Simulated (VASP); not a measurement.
Output of a VASP run:

File OSZICAR:
```
...
DAV:   8    -0.230379919417E+02    0.66715E-01   -0.13595E-01  1773   0.486E+00    0.274E-01
DAV:   9    -0.230390823915E+02   -0.10904E-02   -0.83121E-03  1681   0.109E+00    0.124E-01
DAV:  10    -0.230390754838E+02    0.69077E-05   -0.20627E-03  1937   0.382E-01    0.100E-01
DAV:  11    -0.230396101221E+02   -0.53464E-03   -0.29375E-04  1873   0.214E-01    0.480E-02
DAV:  12    -0.230396241839E+02   -0.14062E-04   -0.56356E-05  1658   0.101E-01    0.103E-02
DAV:  13    -0.230396254917E+02   -0.13078E-05   -0.68143E-06  1677   0.330E-02    0.598E-03
DAV:  14    -0.230396257518E+02   -0.26016E-06   -0.28989E-06  1674   0.147E-02
   2 F= -.23039626E+02 E0= -.23039474E+02  d E =-.788116E+00
       N       E                     dE             d eps       ncg     rms          rms(c)
DAV:   1    -0.276196329661E+02   -0.45800E+01   -0.12654E+02  1501   0.188E+02    0.177E+01
DAV:   2    -0.235377799541E+02    0.40819E+01   -0.14298E+01  1672   0.542E+01    0.659E+00
DAV:   3    -0.233258749157E+02    0.21191E+00   -0.53218E+00  1621   0.206E+01    0.231E+00
DAV:   4    -0.233399555365E+02   -0.14081E-01   -0.29318E-01  1594   0.564E+00    0.148E+00
DAV:   5    -0.234519558502E+02   -0.11200E+00   -0.13050E-01  2199   0.389E+00    0.864E-01
DAV:   6    -0.234341572766E+02    0.17799E-01   -0.24640E-02  1471   0.255E+00    0.389E-01
DAV:   7    -0.234510371366E+02   -0.16880E-01   -0.23810E-02  1641   0.166E+00    0.121E-01
DAV:   8    -0.234505668858E+02    0.47025E-03   -0.42544E-03  1724   0.704E-01    0.811E-02
DAV:   9    -0.234505828037E+02   -0.15918E-04   -0.36170E-04  1877   0.200E-01    0.317E-02
DAV:  10    -0.234505492955E+02    0.33508E-04   -0.64075E-05  1779   0.107E-01    0.912E-03
DAV:  11    -0.234505769796E+02   -0.27684E-04   -0.33118E-05  1998   0.571E-02    0.637E-03
DAV:  12    -0.234505768079E+02    0.17167E-06   -0.15894E-06  1217   0.129E-02
   3 F= -.23450577E+02 E0= -.23450469E+02  d E =-.119907E+01
       N       E                     dE             d eps       ncg     rms          rms(c)
DAV:   1    -0.234589387328E+02   -0.83618E-02   -0.21841E-01  1516   0.701E+00    0.777E-01
DAV:   2    -0.234513549230E+02    0.75838E-02   -0.22767E-02  1636   0.216E+00    0.252E-01
DAV:   3    -0.234507366736E+02    0.61825E-03   -0.63227E-03  1553   0.827E-01    0.647E-02
DAV:   4    -0.234508512382E+02   -0.11456E-03   -0.40773E-04  1625   0.232E-01    0.484E-02
DAV:   5    -0.234509579238E+02   -0.10669E-03   -0.17871E-04  2118   0.117E-01    0.234E-02
DAV:   6    -0.234509952966E+02   -0.37373E-04   -0.62245E-05  2128   0.984E-02    0.876E-03
DAV:   7    -0.234510098260E+02   -0.14529E-04   -0.42998E-05  1811   0.679E-02    0.832E-03
DAV:   8    -0.234510103537E+02   -0.52765E-06   -0.26161E-06  1475   0.184E-02
   4 F= -.23451010E+02 E0= -.23450905E+02  d E =-.119950E+01
       N       E                     dE             d eps       ncg     rms          rms(c)
DAV:   1    -0.234515474792E+02   -0.53765E-03   -0.14565E-02  1516   0.181E+00    0.200E-01
DAV:   2    -0.234510529272E+02    0.49455E-03   -0.15309E-03  1652   0.555E-01    0.642E-02
DAV:   3    -0.234510145295E+02    0.38398E-04   -0.41567E-04  1580   0.215E-01    0.166E-02
DAV:   4    -0.234510232664E+02   -0.87369E-05   -0.25866E-05  1627   0.587E-02    0.125E-02
DAV:   5    -0.234510276220E+02   -0.43556E-05   -0.11298E-05  2144   0.294E-02    0.607E-03
DAV:   6    -0.234510274203E+02    0.20170E-06   -0.41395E-06  1757   0.242E-02
   5 F= -.23451027E+02 E0= -.23450921E+02  d E =-.170667E-04
```

File OUTCAR:
```
------------------------ aborting loop because EDIFF is reached ----------------------------------------
  FORCE on cell =-STRESS in cart. coord.  units (eV):
  Direction    XX          YY          ZZ          XY          YZ          ZX
  --------------------------------------------------------------------------------------
  Total       -0.0071397     -0.0071397     -0.0071397     -0.0000000     -0.0000000     -0.0000000
  in kB       -0.6290586     -0.6290586     -0.6290586     -0.0000000     -0.0000000     -0.0000000
  external PRESSURE =      -0.6290586 kB  Pullay stress =       0.0000000 kB
  volume of cell :       18.18
      direct lattice vectors                 reciprocal lattice vectors
     2.629665791  0.000000000  0.000000000     0.380276461 -0.000000000  0.000000000
     0.000000000  2.629665791  0.000000000    -0.000000000  0.380276461  0.000000000
    -0.000000000 -0.000000000  2.629665791    -0.000000000 -0.000000000  0.380276461
 POSITION                                       TOTAL-FORCE (eV/Angst)
 -----------------------------------------------------------------------------------
      2.62967      0.00000      2.62967        -0.000000      0.000000      0.000000
      1.31483      1.31483      1.31483         0.000000     -0.000000      0.000000
 -----------------------------------------------------------------------------------
    total drift:                                0.000000      0.000000     -0.000000
  FREE ENERGIE OF THE ION-ELECTRON SYSTEM (eV)
  ---------------------------------------------------
  free  energy   TOTEN  =       -23.4510274203 eV

  energy  without entropy=      -23.4507087036  energy(sigma->0) =      -23.45092118

 reached required accuracy - stopping structural energy minimisation
```
(Selected blocks of OUTCAR.)

**POSCAR**
```
TiO
1
    2.9380000000     0.0000000000     0.0000000000
    0.0000000000     2.9380000000     0.0000000000
    0.0000000000     0.0000000000     2.9380000000
Ti O
1 1
Direct
  0.0000000000   0.0000000000   0.0000000000
  0.5000000000   0.5000000000   0.5000000000
```

Question: Write an INCAR and KPOINTS that could have produced this output.

Answer: Several could match; the one computed here: the input of the run itself, r2SCAN meta-GGA, plane waves, VASP's PBE PAW potentials (set 64).

INCAR:
```
LWAVE = F
ALGO = Normal   ! blocked Davidson
SYSTEM = TiO
ENCUT = 520
LASPH = T
LMAXMIX = 4
LCHARG = F
METAGGA = R2SCAN
EDIFFG = -0.01   ! ionic stop
IBRION = 2
LREAL = F
PREC = Accurate
SIGMA = 0.1   ! width (eV)
NELM = 100
EDIFF = 1E-6   ! SCF stop (eV)
LMIXTAU = T
ISIF = 3
ISMEAR = 1
NSW = 60
```

File KPOINTS:
```
Automatic
0
Gamma
11 11 11
```

POTCAR, in this order: Ti_sv O (PBE.64 set). Program: vasp_std.

Energy and stress use the plane-wave basis of the starting cell.

The structure was generated: TiO was put into the CsCl type type (Pm-3m), which need not be its known phase. This run relaxes it. Symmetry was kept, so distortions that lower it aren't found.
